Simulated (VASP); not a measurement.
Calculation: PBEsol GGA, VASP's PBE PAW potentials (set 64) (plane waves; VASP 6.6.1). For the first row: Settings: 400 eV cut-off, 6×4×4 Γ-centred mesh, tetrahedra with Blöchl corrections, potentials Ga_d Bi_d As.

```
system                       energy (eV/atom)
---------------------------  ----------------
Ga4BiAs3 (space group Amm2)           -4.2957
Ga (alpha)                            -3.3489
Bi (a7)                               -4.3033
As (a7)                               -5.1080
```

The references are the elements' solids at the same level; no temperature or zero-point terms are added.    Spin-orbit coupling is left out, which shifts such energies by up to tenths of an eV for the heavy elements here.

### Question
What is the formation energy per atom of Ga$_{4}$BiAs$_{3}$?

### Answer
The references average (4×(-3.3489) + 1×(-4.3033) + 3×(-5.1080))/8 = -4.1279 eV, so the formation energy is -4.2957 − (-4.1279) = -0.168 eV/atom.
